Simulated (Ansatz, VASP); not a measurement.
# K (bcc): VASP beside Ansatz

Aim: how closely do two programs agree when they are given the same cell, functional and k mesh? The two relaxations start from unlike cells of this crystal (the structure described is Ansatz's start), so only their ends are compared.

Main program and level: Ansatz 0.2.0; plane waves, with VASP 6.6.1 beside it; relaxation of cell and atoms at r2SCAN.

## 1. The structure

Symmetry: Im-3m, No. 229, cubic system. Conventional cell: a = 5.225 Å, b = 5.225 Å, c = 5.225 Å, α = 90.00°, β = 90.00°, γ = 90.00°. Nearest to K lie 8 K at 4.52 Å.

Structure file:

```xyz
1
Lattice="-2.6125 2.6125 2.6125 2.6125 -2.6125 2.6125 2.6125 2.6125 -2.6125" Properties=species:S:1:pos:R:3 pbc="T T T"
K     0.0000    0.0000    0.0000
```

## 2. VASP: relaxation of cell and atoms, r2SCAN

The relaxed volume is the usual yardstick between codes: in a stiff, nearly cubic crystal its relative difference is about their pressure difference at one cell divided by the bulk modulus.

Lines of VASP's logs that name or quote its potential files are left out, and so is its time.

The input, INCAR:

```
SYSTEM = K
PREC = Accurate
ENCUT = 550
EDIFF = 1E-07
NELM = 120
ISMEAR = -1
SIGMA = 0.05
LREAL = .FALSE.
ALGO = Normal
METAGGA = R2SCAN
LASPH = .TRUE.
NBANDS = 10
LORBIT = 11
LWAVE = .FALSE.
LCHARG = .FALSE.
ISIF = 3
IBRION = 2
NSW = 80
EDIFFG = -0.005
GGA_COMPAT = .FALSE.
NELMIN = 4
LMIXTAU = .TRUE.
```

The input, POSCAR:

```
K
1.0
   -2.6664838073      2.6664838073      2.6664838073
    2.6664838073     -2.6664838073      2.6664838073
    2.6664838073      2.6664838073     -2.6664838073
K
1
Direct
    0.0000000000      0.0000000000      0.0000000000
```

The input, KPOINTS:

```
Automatic mesh
0
Gamma
11 11 11
0 0 0
```

Potentials, in the order of the species: K_sv (PBE family, release 64).

Command:

```console
> mpirun -np 1 vasp_std
```

Numbers of over 12 decimals in the logs are rounded to 6 here.

What it wrote:

```text
[banner, memory and clock lines left out]
running    1 mpi-ranks, on    1 nodes
 distrk:  each k-point on    1 cores,    1 groups
 distr:  one band on    1 cores,    1 groups

 POSCAR found type information on POSCAR K
 POSCAR found :  1 types and       1 ions
|                                                                             |
|               ----> ADVICE to this user running VASP <----                  |
|                                                                             |
|     You enforced a specific xc type in the INCAR file but a different       |
|     [... a line on the potential file left out ...]
|     I HOPE YOU KNOW WHAT YOU ARE DOING!                                     |
|                                                                             |

 LDA part: xc-table for (None), standard interpolation
 POSCAR, INCAR and KPOINTS ok, starting setup
 FFT: planning ... GRIDC
 FFT: planning ... GRID_SOFT
 FFT: planning ... GRID
 WAVECAR not read
 entering main loop
       N       E                     dE             d eps       ncg     rms          rms(c)
DAV:   1     0.428311773214E+02    0.42831E+02   -0.37701E+03  1120   0.739E+02
DAV:   2    -0.637704400662E+01   -0.49208E+02   -0.48334E+02  1216   0.206E+02
DAV:   3    -0.831149815182E+01   -0.19345E+01   -0.19281E+01  1844   0.313E+01
DAV:   4    -0.836681211981E+01   -0.55314E-01   -0.55245E-01  1502   0.504E+00
DAV:   5    -0.836845676086E+01   -0.16446E-02   -0.16440E-02  1824   0.585E-01    0.206E+00
DAV:   6    -0.655479545869E+01    0.18137E+01   -0.14788E+00  1216   0.957E+00    0.969E-01
DAV:   7    -0.600056236232E+01    0.55423E+00   -0.26877E-01  1300   0.397E+00    0.626E-01
DAV:   8    -0.636644662115E+01   -0.36588E+00   -0.21960E-01  1152   0.332E+00    0.340E-01
DAV:   9    -0.590171076531E+01    0.46474E+00   -0.18432E-01  1124   0.303E+00    0.603E-02
DAV:  10    -0.602837236690E+01   -0.12666E+00   -0.52302E-02  1200   0.225E+00    0.753E-02
DAV:  11    -0.602844463831E+01   -0.72271E-04   -0.22796E-03  1756   0.250E-01    0.926E-02
DAV:  12    -0.602386979952E+01    0.45748E-02   -0.91011E-03  1124   0.135E+00    0.105E-01
DAV:  13    -0.595846021359E+01    0.65410E-01   -0.12265E-02  1178   0.127E+00    0.189E-01
DAV:  14    -0.601282796478E+01   -0.54368E-01   -0.40223E-02  1196   0.123E+00    0.149E-01
[...]
DAV:  27    -0.601669274005E+01   -0.10774E-04   -0.16272E-05  1160   0.457E-02    0.524E-03
DAV:  28    -0.601669038064E+01    0.23594E-05   -0.40684E-06  1138   0.258E-02    0.539E-03
DAV:  29    -0.601669664220E+01   -0.62616E-05   -0.46394E-06  1126   0.230E-02    0.432E-03
DAV:  30    -0.601669215913E+01    0.44831E-05   -0.44833E-06  1122   0.246E-02    0.330E-03
DAV:  31    -0.601669157640E+01    0.58273E-06   -0.36521E-07  1288   0.709E-03    0.249E-03
DAV:  32    -0.601669206571E+01   -0.48931E-06   -0.47143E-07  1144   0.677E-03    0.132E-03
DAV:  33    -0.601669148797E+01    0.57774E-06   -0.21365E-07  1186   0.471E-03    0.651E-04
DAV:  34    -0.601669152980E+01   -0.41829E-07   -0.14221E-07  1156   0.329E-03
   1 F= -.60166915E+01 E0= -.60141244E+01  d E =-.601669E+01
 curvature:   0.00 expect dE= 0.000E+00 dE for cont linesearch  0.000E+00
 trial: gam= 0.00000 g(F)=  0.164E-61 g(S)=  0.746E-05 ort = 0.000E+00 (trialstep = 0.100E+01)
 search vector abs. value=  0.746E-05
 bond charge predicted
       N       E                     dE             d eps       ncg     rms          rms(c)
DAV:   1    -0.601675776694E+01   -0.66279E-04   -0.18792E-03  1184   0.457E-01    0.480E-02
DAV:   2    -0.601671191971E+01    0.45847E-04   -0.15366E-04  1534   0.118E-01    0.231E-02
DAV:   3    -0.601671538403E+01   -0.34643E-05   -0.73908E-05  1122   0.781E-02    0.961E-03
DAV:   4    -0.601672625164E+01   -0.10868E-04   -0.67878E-05  1132   0.625E-02    0.725E-03
DAV:   5    -0.601674676513E+01   -0.20513E-04   -0.12081E-04  1130   0.698E-02    0.197E-03
DAV:   6    -0.601670620929E+01    0.40556E-04   -0.15757E-05  1130   0.266E-02    0.164E-03
DAV:   7    -0.601669730487E+01    0.89044E-05   -0.54922E-06  1198   0.158E-02    0.719E-04
DAV:   8    -0.601669671612E+01    0.58875E-06   -0.18320E-07  1504   0.495E-03    0.294E-04
DAV:   9    -0.601669672640E+01   -0.10279E-07   -0.24919E-08  1318   0.128E-03
   2 F= -.60166967E+01 E0= -.60141281E+01  d E =-.519660E-05
 trial-energy change:   -0.000005  1 .order   -0.000006   -0.000007   -0.000004
 step:   2.3248(harm=  2.3248)  dis= 0.00000  next Energy=    -6.016700 (dE=-0.867E-05)
 reached required accuracy - stopping structural energy minimisation
```

OUTCAR, selected parts (step 2):

```text
ion  position               nearest neighbor table
   1  0.000  0.000  0.000-

  LATTYP: Found a body centered cubic cell.
 ALAT       =     5.3329676146

 Subroutine GETGRP returns: Found 48 space group operations
 (whereof 48 operations were pure point group operations)

The static configuration has the point symmetry O_h .

 Found     56 irreducible k-points:

   k-points           NKPTS =     56   k-points in BZ     NKDIM =     56   number of bands    NBANDS=     10

   dimension x,y,z NGX =    36 NGY =   36 NGZ =   36
   dimension x,y,z NGXF=    72 NGYF=   72 NGZF=   72

   ENCUT  =  550.0 eV  40.42 Ry    6.36 a.u.   8.83  8.83  8.83*2*pi/ulx,y,z

   NELECT =       9.0000    total number of electrons

 k-points in reciprocal lattice and weights: Automatic mesh
   0.00000000  0.00000000  0.00000000       0.001
   0.09090909  0.00000000  0.00000000       0.009
   0.18181818  0.00000000  0.00000000       0.009
   0.27272727  0.00000000  0.00000000       0.009
   0.36363636  0.00000000  0.00000000       0.009
   0.45454545  0.00000000  0.00000000       0.009
   0.09090909  0.09090909  0.00000000       0.018
   0.18181818  0.09090909  0.00000000       0.036
   0.27272727  0.09090909  0.00000000       0.036
[...]
-0.45454545 -0.45454545  0.36363636       0.006
  -0.45454545  0.45454545  0.45454545       0.005

 average (electrostatic) potential at core
       1 -43.2357

 E-fermi :  -0.1112

 k-point     1 :       0.0000    0.0000    0.0000
  band No.  band energies     occupation
      1     -33.8091      2.00000
      2     -16.4827      2.00000
      3     -16.4827      2.00000
      4     -16.4827      2.00000
      5      -2.3909      2.00000
      6       4.5881      0.00000
      7       4.5881      0.00000
      8       4.5881      0.00000
      9       5.5310      0.00000
     10       5.5310      0.00000

 k-point     2 :       0.0909    0.0000    0.0000
  band No.  band energies     occupation
      1     -33.8088      2.00000
      2     -16.4877      2.00000
      3     -16.4843      2.00000
      4     -16.4827      2.00000
      5      -2.2841      2.00000
      6       4.4012      0.00000
      7       4.4376      0.00000
      8       4.6711      0.00000
      9       5.3357      0.00000
     10       5.4947      0.00000

 k-point     3 :       0.1818    0.0000    0.0000
  band No.  band energies     occupation
      1     -33.8081      2.00000
      2     -16.5010      2.00000
      3     -16.4887      2.00000
      4     -16.4827      2.00000
      5      -1.9690      2.00000
      6       3.7183      0.00000
      7       4.1044      0.00000
      8       4.9177      0.00000
      9       5.2777      0.00000
     10       5.4411      0.00000

  Total        0.0040906      0.0040906      0.0040906     -0.0000000     -0.0000000      0.0000000
  in kB        0.0863320      0.0863320      0.0863320     -0.0000000     -0.0000000      0.0000000
  external PRESSURE =       0.0863320 kB  Pullay stress =       0.0000000 kB

  energy-cutoff  :      550.00
  volume of cell :       75.92
      direct lattice vectors                 reciprocal lattice vectors
    -2.667407208  2.667407208  2.667407208     0.000000000  0.187447945  0.187447945
     2.667407208 -2.667407208  2.667407208     0.187447945  0.000000000  0.187447945
     2.667407208  2.667407208 -2.667407208     0.187447945  0.187447945  0.000000000

 POSITION                                       TOTAL-FORCE (eV/Angst)
 -----------------------------------------------------------------------------------
      0.00000      0.00000      5.33481         0.000000      0.000000     -0.000000
 -----------------------------------------------------------------------------------
    total drift:                                0.000000     -0.000000      0.000000

  FREE ENERGIE OF THE ION-ELECTRON SYSTEM (eV)
  ---------------------------------------------------
  free  energy   TOTEN  =        -6.0166967264 eV

  energy  without entropy=       -6.0115595517  energy(sigma->0) =       -6.01412814

 reached required accuracy - stopping structural energy minimisation

 total charge
# of ion       s       p       d       tot
------------------------------------------
    1        1.977   5.663   0.004   7.644

[... 3 further parts left out ...]
```

CONTCAR:

```
K
   1.00000000000000
    -2.6674072076411206    2.6674072076411206    2.6674072076411206
     2.6674072076411206   -2.6674072076411206    2.6674072076411206
     2.6674072076411206    2.6674072076411206   -2.6674072076411206
  K
     1
Direct
     1.0000000000000000    1.0000000000000000    0.0000000000000000
```

## 3. Ansatz: relaxation of cell and atoms, r2SCAN

Ansatz runs on its PAW soft_1 files.

Its own start cell and the same functional, mesh and smearing now go to Ansatz.

The input, input.yaml:

```yaml
crystal:
  lattice:
    - [-2.6125, 2.6125, 2.6125]
    - [2.6125, -2.6125, 2.6125]
    - [2.6125, 2.6125, -2.6125]
  atoms:
    - { symbol: K, position: [0.0, 0.0, 0.0] }
basis:
  ecutwfc: 500
  xc_grid: 2
hamiltonian:
  xc: r2scan
  pseudopotentials: { kind: paw, azcp: { folder: soft_1 } }
kpoints:
  mp_grid: { grid: [11, 11, 11] }
scf:
  occupations: { method: fermi_dirac, width: 0.05 }
  max_iter: 150
output:
  forces: true
  stress: true
relax:
  f_tol: 0.01
  max_steps: 60
  cell: {}
checkpoint:
  write: "../r2scan.run"
  compress: false
  write_wavefunctions: false
  write_every: 100000
```

Command:

```console
> ansatz run input.yaml --threads 2 --pin off --max-ram 7536MiB --backend cpu --events-out ev --progress --plain --runs-dir out
```

What it wrote:

```text
Engine: ansatz 0.2.0, aarch64-unknown-linux-gnu
Pseudopotentials: kind: paw
Pseudopotential: K, paw, valence charge 9, recommended cutoff 500 eV (meta_gga), soft_1/K.paw.azcp
Functional definition: r2SCAN
  parameter k0 = 0.174
  parameter k1 = 0.065
  parameter a1 = 4.9479
  exchange = r2scan_x(k0 = k0, k1 = k1, a1 = a1)
  correlation = r2scan_c
Crystal: 1 atoms, lattice volume = 71.323 Å³
Basis set: ecut = 500 eV, 1865 PW (Γ), exchange–correlation on 72×72×72 points (8 copies of the dense FFT grid, shifted against one another)
Bands: 9, of which v1, the nominal top of the filled ones, is band 5 counted from 1 (4 counted from 0)
Symmetry: 48 space group operations
Space group: Im-3m (ITA 229), of the structure as read, at distance tolerance 4.1e-5 Å
k-points: 56 of 1331
Non-local potential: K, projectors of the file, l = 0: 3, l = 1: 2, l = 2: 2
PAW form: soft (Blöchl's): semilocal exchange-correlation on the pseudo side does not see the compensation charge
PAW frozen core: K, regenerated for the run's functional (the file was generated under x = pbe(κ = 0.804, μ = 0.219515), c = pbe(β = 0.066725))
PAW one-centre angular grid: K, 302 points (default); XC on 160 Gauss nodes
Initial density: superposition of atomic densities (chi_scale 0.1, normalization cell)
Initial wavefunctions: pseudopotential atomic-orbital guess
Functional: x = r2scan, c = r2scan; τ floored in thin density (d = 2e-4 eV/Å³)
iter 1 solved again at ethr=3.05e-4 eV; its pass at ethr=3.10e-3 eV (dr2=2.74e-2 eV) is discarded
SCF iter   1: F=—  HF=-1542.477524 eV  |F-HF|=—  |Δ(HF+E_count)|=         —  Δρ=4.65e-3  dr2=2.66e-2  dr2_τ=6.04e-4  ethr=3.05e-4  ⟨swp⟩=1.0  Hψ=4816  notcnv=0
preconditioner: auto → Kerker (q_TF=auto, 1.932 Å⁻¹)  [metal: Δε(μ)=0.100 eV  Ē_g=4.551 eV  σ=0.050 eV  W_gap=0.46  n_scr=12 (ndim 8)  ℏωp=4.4 eV  f_vac=0.000  D(μ)=0.57/eV (n_scr^D=0)]
SCF iter   2: F=—  HF=-1542.478698 eV  |F-HF|=—  |Δ(HF+E_count)|=   1.17e-3  Δρ=2.64e-3  dr2=1.21e-2  dr2_τ=1.10e-4  ethr=2.95e-4  ⟨swp⟩=2.5  Hψ=849  notcnv=0
SCF iter   3: F=—  HF=-1542.479262 eV  |F-HF|=—  |Δ(HF+E_count)|=   5.65e-4  Δρ=9.46e-4  dr2=1.30e-3  dr2_τ=4.74e-5  ethr=1.35e-4  ⟨swp⟩=2.3  Hψ=962  notcnv=0
SCF iter   4: F=—  HF=-1542.479890 eV  |F-HF|=—  |Δ(HF+E_count)|=   6.27e-4  Δρ=1.21e-4  dr2=9.92e-6  dr2_τ=9.85e-7  ethr=1.45e-5  ⟨swp⟩=2.0  Hψ=952  notcnv=0
SCF iter   5: F=—  HF=-1542.479896 eV  |F-HF|=—  |Δ(HF+E_count)|=   6.17e-6  Δρ=3.05e-5  dr2=4.49e-7  dr2_τ=9.53e-8  ethr=1.10e-7  ⟨swp⟩=2.0  Hψ=759  notcnv=0
SCF iter   6: F=-1542.479897 eV  HF=-1542.479897 eV  |F-HF|=4.10e-8  |Δ(HF+E_count)|=   6.69e-7  Δρ=5.55e-6  dr2=3.08e-8  dr2_τ=1.89e-9  ethr=1.11e-9  ⟨swp⟩=4.5  Hψ=1524  notcnv=0
SCF 1 converged in 6 iterations: F = -1542.479897 eV  dr2 = 3.08e-8
  greatest PAW one-centre occupation: 0.990 electrons in one spin orbital (limit 2), on the K atom at site 0 (counted from 0), in its partial waves of l = 0
relax step   1: F+E_penalty+E_count = -1542.47989657 eV  Δ(F+E_penalty+E_count) = +0.000e0 eV  max|allowed force component| = 0.000e0 eV/Å  Δτ_max = 0.0000 Å  P = +0.270 GPa  Ω = 71.323 Å³  (6 SCF iters, dr2 threshold 1.00e-7 eV, accepted)
[...]
relax step   2: F+E_penalty+E_count = -1542.48078825 eV  Δ(F+E_penalty+E_count) = -8.917e-4 eV  max|allowed force component| = 0.000e0 eV/Å  Δτ_max = 0.0000 Å  P = +0.235 GPa  Ω = 71.898 Å³  energy of the carried Pulay correction = -1.467e-5 eV  (4 SCF iters, dr2 threshold 1.00e-7 eV, accepted)
[...]
relax step   3: F+E_penalty+E_count = -1542.48381434 eV  Δ(F+E_penalty+E_count) = -3.026e-3 eV  max|allowed force component| = 0.000e0 eV/Å  Δτ_max = 0.0000 Å  P = +0.018 GPa  Ω = 76.002 Å³  energy of the carried Pulay correction = -1.161e-4 eV  (8 SCF iters, dr2 threshold 1.00e-7 eV, accepted)
[...]
relax step   4: F+E_penalty+E_count = -1542.48394800 eV  Δ(F+E_penalty+E_count) = -1.337e-4 eV  max|allowed force component| = 0.000e0 eV/Å  Δτ_max = 0.0000 Å  P = +0.019 GPa  Ω = 76.002 Å³  stress off target by 1.94e-2 GPa  SCF on the basis re-selected at this cell (its energy is not comparable with the rows above)  (6 SCF iters)
basis re-selected at this cell: Δ(F+E_penalty+E_count) = -1.337e-4 eV, ΔP = +0.001 GPa vs the last step (what re-selecting the basis moved, of the pressure what is left beyond the Pulay correction that the steps carried, after the strain that the cell walked since its last selection, with what the two solves' SCF thresholds leave and, on support functions, any second-order correction that the steps lacked; it is no measure of the basis error at this ecutwfc). This SCF's stress stands 1.94e-2 GPa from its target on what of the cell is left free (relax.cell.stress_tol is 5.00e-2 GPa) and its largest allowed force component is 0.00e0 eV/Å (relax.f_tol is 1.00e-2 eV/Å): [rest of the remark cut]
SCF converged after 6 iterations
Free energy (F): -1542.483948 eV
Harris-Foulkes:  -1542.483948 eV  (|F-HF|=4.55e-13)
Internal energy: -1542.478812 eV  (E = F + TS)
E sigma→0 (E₀):  -1542.481380 eV
Entropy (-TS):   -0.005136 eV (-5.136 meV/atom)
Fermi energy:    1.701632 eV
--- Per-component energies (eV) ---
  E_band       = -150.765156
  E_kinetic    = 252.776058
  E_local      = -761.892725  (includes V_loc(G=0)·N_el)
  E_nonlocal   = 12.898521
  E_hartree    = 272.206072
  E_xc         = -132.484242
  E_vxc        = -184.557424  (∫ρ·V_xc dr)
  E_paw        = -788.108900  (= ΣΔE_a)
  E_vpaw       = -25.625575  (= ΣTr[D̂ρ^β])
  E_aug_tail   = -0.000003  (compensation charges beyond the density's cutoff)
  E_vtau       = 11.223864  (kinetic-family band-sum trace: ∫τ·v_τ [+ j·A + Jᵃ·Aᵃ] dr)
  E_ewald      = -397.677409
  E_core_change = -0.196185  (= ΣΔE_core)
  E_smearing   = -0.005136  (= −TS)
  E_closure    = -0.000000  (closes the sum)
  Σ components = -1542.483948   (vs F -1542.483948, Δ=0.00e0)
--- Forces (eV/Å), atoms counted from 1 ---
  atom   1  K      0.00000000     0.00000000    -0.00000000
  max |Σ_I F_I| component: 4.93e-32 eV/Å
--- Stress (GPa, compression-positive) ---
        0.019362       0.000000      -0.000000
        0.000000       0.019362      -0.000000
        0.000000       0.000000       0.019362
  P = ⅓ Tr σ = 0.0194 GPa (0.194 kbar)
--- Relaxed structure (3 steps of the walk, 3 accepted, 1 SCFs on fresh bases) ---
  F+E_penalty+E_count = -1542.48394800 eV   max|allowed force component| = 0.000e0 eV/Å   (the final SCF, on the basis selected at the relaxed cell)
  cell:  # Å, volume = 76.0024 Å³
    - [-2.668430, 2.668430, 2.668430]
    - [2.668430, -2.668430, 2.668430]
    - [2.668430, 2.668430, -2.668430]
  atoms:
    - { symbol: K, position: [0.0, 0.0, 0.0] }
```

## 4. Differences

Known differences besides the potentials themselves: VASP keeps PBE cores, Ansatz makes them for the functional; the cutoff is 500 eV in Ansatz and 550 eV in VASP; Ansatz adds a Pulay correction to the stress that steers its cell, VASP none. Total energies have different zeros and are not compared.

Compared:

```
                                         quantity  Ansatz   VASP  difference
                                      volume (Å³)   76.00  75.92     +0.12 %
edge a after relaxation, in the typed setting (Å)   4.622  4.620     +0.04 %
```

## 5. What came out

```json
{"difference in volume (relaxation of cell and atoms, r2SCAN)": "0.12 %"}
```

In words: The difference in volume is 0.12 % (relaxation of cell and atoms, r2SCAN), within the 1.2 % picked in this series as the mark of a large difference, as far as the stopping tolerances let one tell. Such differences can come from data sets, numerical settings and the points named under the comparisons, not from the functional's error against experiment.

[Lines on the potential files, build, host, timing and source positions are cut from VASP's logs without a mark.]

[Logs are printed without paths, hosts, clocks, repeated set-up lines and the standing remarks that a program may print on its own settings, such as how far it seeks lower states.]

[Hosts, paths, dates, database ids (printed as entryN), source tags and the programs' standing remarks are cut or masked in the printed files.]
